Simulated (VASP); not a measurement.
# A VASP study of PbF2 (Fluorocronite) (AM05): structure first, properties next

Wanted: the relaxed cell of PbF2 (Fluorocronite) and its properties. The steps: full relaxation (AM05), single point with fields (AM05), band structure (AM05), density of states (AM05), optical spectrum (AM05), electric field gradients (AM05) and response to an electric field (AM05). The start is a cell from a database of measured crystal structures.

Main program and level: VASP 6.6.1; AM05; plane waves and PAW (Pb_d, F).

The database entry behind the starting cell differs from later determinations by our own check (0.1 to 0.3 % short, probably kX units), so it need not match the best structure at ambient conditions.

**1. The structure**

Before any relaxation, the start is as follows. The structure is cubic, space group Fm-3m (No. 225). The conventional cell has a = 5.927 Å, b = 5.927 Å, c = 5.927 Å, α = 90.00°, β = 90.00°, γ = 90.00°. Pb has 8 F at 2.57 Å nearest. Nearest to F lie 4 Pb at 2.57 Å. Farther neighbours and most contacts between anions are not listed.

Structure file:

```cif
data_structure
_symmetry_space_group_name_H-M 'P 1'
_symmetry_Int_Tables_number 1
_cell_length_a 4.1912
_cell_length_b 4.1912
_cell_length_c 4.1912
_cell_angle_alpha 60.000
_cell_angle_beta 60.000
_cell_angle_gamma 60.000
_cell_volume 52.06
loop_
_atom_site_label
_atom_site_type_symbol
_atom_site_fract_x
_atom_site_fract_y
_atom_site_fract_z
_atom_site_occupancy
Pb1 Pb 0.00000 0.00000 0.00000 1
F2 F 0.25000 0.25000 0.25000 1
F3 F 0.75000 0.75000 0.75000 1
```

**2. Full relaxation (AM05)**

Properties are meant for the cell that this level of theory prefers, so cell and atoms are relaxed first (ISIF = 3) until forces and stress are small; EDIFFG sets the threshold. AM05 is built from the electron gas and the surface model, and does well on lattice constants.

Contents of INCAR:

```
SYSTEM = PbF2
PREC = Accurate
ENCUT = 520
EDIFF = 1E-06
NELM = 100
ISMEAR = 0
SIGMA = 0.05
LREAL = .FALSE.
ALGO = Normal
GGA = AM
NBANDS = 20
LORBIT = 11
LWAVE = .FALSE.
LCHARG = .FALSE.
KPAR = 2
IBRION = 2
NSW = 60
ISIF = 3
EDIFFG = -0.01
```

Contents of POSCAR:

```
PbF2
1.0
    0.0000000000      2.9636600000      2.9636600000
    2.9636600000      0.0000000000      2.9636600000
    2.9636600000      2.9636600000      0.0000000000
Pb F
1 2
Direct
    0.0000000000      0.0000000000      0.0000000000
    0.2500000000      0.2500000000      0.2500000000
    0.7500000000      0.7500000000      0.7500000000
```

Contents of KPOINTS:

```
Automatic mesh
0
Gamma
8 8 8
0 0 0
```

Potentials, in the order of the species: Pb_d and F (PBE family, release 64).

Command:

```console
$ mpirun -np 2 vasp_std
```

Log:

```text
[banner, memory and clock lines left out]
running    2 mpi-ranks, on    1 nodes
 distrk:  each k-point on    1 cores,    2 groups
 distr:  one band on    1 cores,    1 groups

 POSCAR found type information on POSCAR PbF
 POSCAR found :  2 types and       3 ions
|                                                                             |
|               ----> ADVICE to this user running VASP <----                  |
|                                                                             |
|     You enforced a specific xc type in the INCAR file but a different       |
|     [... a line on the potential file left out ...]
|     I HOPE YOU KNOW WHAT YOU ARE DOING!                                     |
|                                                                             |

 LDA part: xc-table for (Slater+PW92), standard interpolation
 POSCAR, INCAR and KPOINTS ok, starting setup
 FFT: planning ... GRIDC
 FFT: planning ... GRID_SOFT
 FFT: planning ... GRID
 WAVECAR not read
 entering main loop
       N       E                     dE             d eps       ncg     rms          rms(c)
DAV:   1     0.302203639294E+03    0.30220E+03   -0.14780E+04  1160   0.158E+03
DAV:   2     0.122871604651E+02   -0.28992E+03   -0.27355E+03  1276   0.436E+02
DAV:   3    -0.151917757453E+02   -0.27479E+02   -0.27104E+02  1388   0.145E+02
DAV:   4    -0.159680229133E+02   -0.77625E+00   -0.77574E+00  1320   0.256E+01
DAV:   5    -0.159935325609E+02   -0.25510E-01   -0.25506E-01  1436   0.485E+00    0.715E+00
DAV:   6    -0.143989525988E+02    0.15946E+01   -0.76328E+00  1572   0.221E+01    0.266E+00
DAV:   7    -0.143903620402E+02    0.85906E-02   -0.38137E-01  1188   0.395E+00    0.154E+00
DAV:   8    -0.143887924185E+02    0.15696E-02   -0.97010E-02  1196   0.358E+00    0.503E-01
DAV:   9    -0.143862470216E+02    0.25454E-02   -0.17860E-02  1492   0.101E+00    0.103E-01
DAV:  10    -0.143877459249E+02   -0.14989E-02   -0.18369E-03  1176   0.377E-01    0.310E-02
DAV:  11    -0.143877491500E+02   -0.32250E-05   -0.10797E-04  1316   0.102E-01    0.118E-02
DAV:  12    -0.143877663230E+02   -0.17173E-04   -0.39337E-05  1224   0.584E-02    0.906E-03
DAV:  13    -0.143877645625E+02    0.17605E-05   -0.11311E-05  1480   0.362E-02    0.124E-03
DAV:  14    -0.143877646418E+02   -0.79365E-07   -0.62749E-07   960   0.610E-03
   1 F= -.14387765E+02 E0= -.14387765E+02  d E =-.143878E+02
 curvature:   0.00 expect dE= 0.000E+00 dE for cont linesearch  0.000E+00
 trial: gam= 0.00000 g(F)=  0.232E-47 g(S)=  0.103E-03 ort = 0.000E+00 (trialstep = 0.100E+01)
 search vector abs. value=  0.103E-03
 bond charge predicted
       N       E                     dE             d eps       ncg     rms          rms(c)
DAV:   1    -0.143894538113E+02   -0.16892E-02   -0.39735E-02  1508   0.275E+00    0.292E-01
DAV:   2    -0.143879595665E+02    0.14942E-02   -0.64450E-03  1312   0.796E-01    0.615E-02
DAV:   3    -0.143878271545E+02    0.13241E-03   -0.35845E-04  1504   0.296E-01    0.263E-02
DAV:   4    -0.143878087752E+02    0.18379E-04   -0.10137E-04  1428   0.145E-01    0.880E-03
DAV:   5    -0.143878099091E+02   -0.11338E-05   -0.11499E-05  1260   0.405E-02    0.463E-03
DAV:   6    -0.143878093331E+02    0.57593E-06   -0.21185E-06   676   0.206E-02
   2 F= -.14387809E+02 E0= -.14387809E+02  d E =-.446913E-04
 trial-energy change:   -0.000045  1 .order   -0.000039   -0.000103    0.000025
 step:   0.8418(harm=  0.8067)  dis= 0.00000  next Energy=   -14.387811 (dE=-0.466E-04)
 reached required accuracy - stopping structural energy minimisation
```

The job ended after 11 s (2 MPI ranks of Intel Xeon 6975P-C (Granite Rapids), shared host; peak memory 0.37 GiB; 19 s of CPU time).

The logs omit lines about the potential files and the build; timing stands in the text.

From OUTCAR (step 2):

```text
ion  position               nearest neighbor table
   1  0.000  0.000  0.000-   3 2.57   3 2.57   3 2.57   2 2.57   2 2.57   2 2.57   3 2.57   2 2.57

  LATTYP: Found a face centered cubic cell.
 ALAT       =     5.9273200000

 Subroutine GETGRP returns: Found 48 space group operations
 (whereof 48 operations were pure point group operations)

The static configuration has the point symmetry O_h .

 Found     29 irreducible k-points:

   k-points           NKPTS =     29   k-points in BZ     NKDIM =     29   number of bands    NBANDS=     20

   dimension x,y,z NGX =    32 NGY =   32 NGZ =   32
   dimension x,y,z NGXF=    64 NGYF=   64 NGZF=   64

   ENCUT  =  520.0 eV  38.22 Ry    6.18 a.u.   7.79  7.79  7.79*2*pi/ulx,y,z

   NELECT =      28.0000    total number of electrons

 k-points in reciprocal lattice and weights: Automatic mesh
   0.00000000  0.00000000  0.00000000       0.002
   0.12500000  0.00000000  0.00000000       0.016
   0.25000000  0.00000000  0.00000000       0.016
   0.37500000  0.00000000  0.00000000       0.016
   0.50000000  0.00000000  0.00000000       0.008
   0.12500000  0.12500000  0.00000000       0.012
   0.25000000  0.12500000  0.00000000       0.047
   0.37500000  0.12500000  0.00000000       0.047
   0.50000000  0.12500000  0.00000000       0.047
[...]
-0.37500000  0.50000000  0.12500000       0.023
  -0.25000000  0.50000000  0.25000000       0.012

 average (electrostatic) potential at core
       1 -92.6773       2 -75.0030       3 -75.0030

 E-fermi :   2.0544

 k-point     1 :       0.0000    0.0000    0.0000
  band No.  band energies     occupation
    ...
     10      -0.6361      2.00000
     11      -0.6361      2.00000
     12      -0.1379      2.00000
     13      -0.1379      2.00000
     14      -0.1379      2.00000
     15       8.5778      0.00000
     16       8.5778      0.00000
     17       8.5778      0.00000
     18      12.6292      0.00000
     19      16.9512      0.00000
    ...

 k-point     2 :       0.1250    0.0000    0.0000
  band No.  band energies     occupation
    ...
     10      -0.6685      2.00000
     11      -0.6685      2.00000
     12      -0.1623      2.00000
     13      -0.1623      2.00000
     14       0.2761      2.00000
     15       8.0703      0.00000
     16       8.7056      0.00000
     17       8.7056      0.00000
     18      13.5150      0.00000
     19      16.5514      0.00000
    ...

 k-point     3 :       0.2500    0.0000    0.0000
  band No.  band energies     occupation
    ...
     10      -0.7453      2.00000
     11      -0.7453      2.00000
     12      -0.2210      2.00000
     13      -0.2210      2.00000
     14       0.9962      2.00000
     15       7.3679      0.00000
     16       9.0186      0.00000
     17       9.0186      0.00000
     18      14.8197      0.00000
     19      16.0076      0.00000
    ...

  Total        0.0110632      0.0110632      0.0110632      0.0000000      0.0000000     -0.0000000
  in kB        0.3412276      0.3412276      0.3412276      0.0000000      0.0000000     -0.0000000
  external PRESSURE =       0.3412276 kB  Pullay stress =       0.0000000 kB

  energy-cutoff  :      520.00
  volume of cell :       51.95
      direct lattice vectors                 reciprocal lattice vectors
     0.000000000  2.961460005  2.961460005    -0.168835642  0.168835642  0.168835642
     2.961460005 -0.000000000  2.961460005     0.168835642 -0.168835642  0.168835642
     2.961460005  2.961460005 -0.000000000     0.168835642  0.168835642 -0.168835642

 POSITION                                       TOTAL-FORCE (eV/Angst)
 -----------------------------------------------------------------------------------
      5.92292      5.92292      5.92292         0.000000     -0.000000      0.000000
      1.48073      1.48073      1.48073         0.000000     -0.000000      0.000000
      4.44219      4.44219      4.44219        -0.000000      0.000000     -0.000000
 -----------------------------------------------------------------------------------
    total drift:                               -0.000000      0.000000      0.000000

  FREE ENERGIE OF THE ION-ELECTRON SYSTEM (eV)
  ---------------------------------------------------
  free  energy   TOTEN  =       -14.3878093331 eV

  energy  without entropy=      -14.3878093331  energy(sigma->0) =      -14.38780933

 reached required accuracy - stopping structural energy minimisation

 total charge
# of ion       s       p       d       tot
------------------------------------------
    1        1.546   0.291   9.866  11.703
    2        1.741   4.317   0.000   6.058
    3        1.741   4.317   0.000   6.058
--------------------------------------------------
tot          5.029   8.925   9.866  23.819

[... 3 further parts left out ...]
```

CONTCAR:

```
PbF2
   1.00000000000000
     0.0000000000000000    2.9614600047699682    2.9614600047699682
     2.9614600047699682   -0.0000000000000000    2.9614600047699682
     2.9614600047699682    2.9614600047699682   -0.0000000000000000
  Pb              F
     1     2
Direct
     1.0000000000000000    1.0000000000000000    1.0000000000000000
     0.2500000000000000    0.2500000000000000    0.2500000000000000
     0.7500000000000000    0.7500000000000000    0.7500000000000000
```

The gap is read on the k-mesh alone, so it is an upper bound where the band edges lie off the mesh. The PAW data sets were made with PBE, which is usual practice but a small mismatch for other functionals. The run keeps the 48 symmetry operations of its start, so it cannot find a distortion of lower symmetry.

Little changed from the start: no atom moved by 0.005 Å and no cell edge by 0.1 %.

This step gave:

```
electrons                       : 28
bands                           : 20
irreducible k-points            : 29
symmetry operations             : 48
free energy (TOTEN)             : -14.39 eV
Fermi energy                    : 2.054 eV
pressure                        : 0.03412 GPa
metallic                        : no
valence top at k                : -0.25, 0.5, 0.25
conduction bottom at k          : 0.5, 0.5, 0
least direct gap at k           : 0.5, 0.5, 0
SCF cycles over all ionic steps : 20
gap on the k-mesh               : 4.404 eV
least direct gap on the k-mesh  : 4.551 eV
```

It ends with forces that vanish by symmetry and a pressure of 0.03 GPa. The volume lies -0.2 % from that of the database's start, which holds the thermal and zero-point expansion of its experiment.

(Continued in part 2 of 4.)

[Lines on the potential files, build, host, timing and source positions are cut from VASP's logs without a mark.]

[Logs are printed without paths, hosts, clocks, repeated set-up lines and the standing remarks that a program may print on its own settings, such as how far it seeks lower states.]

[Hosts, paths, dates, database ids (printed as entryN), source tags and the programs' standing remarks are cut or masked in the printed files.]

[A measured line is paired with the nearest computed mode of its activity, which favours agreement.]
